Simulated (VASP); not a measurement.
Here is the system:

```
Bi
1.0
    4.13121    -2.28284    -0.01627
    4.13121     2.28284    -0.01627
    2.88453     0.00000     3.73604
Bi
2
Direct
  0.23589   0.23589   0.23589
  0.76411   0.76411   0.76411
```

All values below come from PBE GGA with D3 dispersion (zero damping), VASP's PBE PAW potentials (set 64) (plane waves; VASP). Run with 520 eV cut-off, 11×11×11 Γ-centred mesh, tetrahedra with Blöchl corrections, potentials Bi_d.

Unless said otherwise, spin-orbit coupling is left out, though it shifts the bands of the heavy elements here.

Problem. What does the run give for the energy per atom (σ→0), band gap (on the k-mesh) with the smallest direct gap where there is one?

Solution. 
- band gap (on the k-mesh): none (metal, semimetal or under 0.01 eV)
- energy per atom (σ→0): -4.191 eV/atom

The compound is Bi in the a7 structure. It was relaxed first.
